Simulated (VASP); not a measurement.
Computed with PBE GGA with D3 dispersion (Becke-Johnson damping), VASP's PBE PAW potentials (set 64) (plane waves; VASP 6.6.1).

Gaps are without spin-orbit coupling.

### Question
Order these relaxed crystals by band gap, smallest first: Si, Fd-3m (227); MoS2, P6_3/mmc (194); BeS, F-43m (216); Cu3N, Pm-3m (221).

### Answer
Cu3N, Pm-3m (221) (0.14 eV), Si, Fd-3m (227) (0.56 eV), MoS2, P6_3/mmc (194) (0.78 eV), BeS, F-43m (216) (3.06 eV)
